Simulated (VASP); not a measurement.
Here is the system:

```
CELL_PARAMETERS angstrom
      0.00000     2.67500     2.67500
      2.67500     0.00000     2.67500
      2.67500     2.67500     0.00000
ATOMIC_POSITIONS crystal
  K  0.00000 0.00000 0.00000
  F  0.50000 0.50000 0.50000
```

All values below come from PBE GGA with D3 dispersion (Becke-Johnson damping), VASP's PBE PAW potentials (set 64) (plane waves; VASP). Settings: 520 eV cut-off, 10×10×10 Γ-centred mesh, tetrahedra with Blöchl corrections, potentials K_sv F.

Problem. Estimate the energy per atom (σ→0), band gap (on the k-mesh) with the smallest direct gap where there is one.

Solution. 
```yaml
band gap (on the k-mesh): 6.15 eV
smallest direct gap (on the k-mesh): 6.15 eV
energy per atom (σ→0): -4.303 eV/atom
```

The compound is KF in the rock salt structure. The cell was not relaxed at this level.
